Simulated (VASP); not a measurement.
Energy against volume of MgS (rock salt). Computed with LDA (Ceperley-Alder, Perdew-Zunger), VASP's LDA PAW potentials (set 64) (plane waves; VASP). Settings: 520 eV cut-off, 9×9×9 Γ-centred mesh, Gaussian smearing of 0.050 eV, potentials Mg S.

```json
[
 {"V (Å³/atom)": "15.747", "E (eV/atom)": "-4.77833"},
 {"V (Å³/atom)": "16.249", "E (eV/atom)": "-4.79200"},
 {"V (Å³/atom)": "16.752", "E (eV/atom)": "-4.79632"},
 {"V (Å³/atom)": "17.254", "E (eV/atom)": "-4.79260"}
]
```

Task: Fit these four points and predict the energy of the run at 17.757 Å³/atom.

Result: A cubic in V^(−2/3), the third-order Birch-Murnaghan form, passes through the four points with V0 = 16.76 Å³/atom and B0 = 85 GPa, and gives -4.7820 eV/atom there. The run gave -4.7820 eV/atom, -0.0 meV/atom from the fit; all five points give B0 = 85 GPa.

The compound is MgS in the rock salt structure. It was relaxed first.
